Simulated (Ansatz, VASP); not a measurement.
## One calculation of B5Pt, two programs

```xyz
6
Lattice="0.0000 2.9207 2.9207 2.9207 0.0000 2.9207 2.9207 2.9207 0.0000" Properties=species:S:1:pos:R:3 pbc="T T T"
B     1.4604    1.4604    1.4604
B     3.5652    2.2762    2.2762
B     3.5652    3.5652    3.5652
B     2.2762    2.2762    3.5652
B     2.2762    3.5652    2.2762
Pt    0.0000    0.0000    0.0000
```

Change from the starting cell: species swapped into the Be5Pd type (F-43m, No. 216).

Alike in both runs: functional PBE; k mesh 6 × 6 × 6; occupations gaussian, width 0.1 eV; no spin polarisation.

Ansatz relaxed the structure, and its values are those at the end. VASP's run is a single point on that final structure, the one shown.

```csv
,VASP,Ansatz
version,VASP 6.6.1,Ansatz 0.2.0
potentials or method,"VASP PAW PBE potentials, release 64 (B, Pt)","scalar-relativistic, plane waves, PAW"
plane-wave cutoff (eV),520,420
valence electrons in the cell,25,33
```

```csv
,VASP,Ansatz,Ansatz less VASP
gap on the k mesh at the Fermi level (eV),none,none,-
pressure (GPa),-0.1,0.1,+0.17
rms of the force components (eV/Å),0.001,0.006,+0.0051
```

A gap of «none» marks a metal or a gap that the smearing closes. The two sets of potentials don't hold the same shells in valence.

The runs have no spin-orbit coupling, so splittings on Pt are missing.
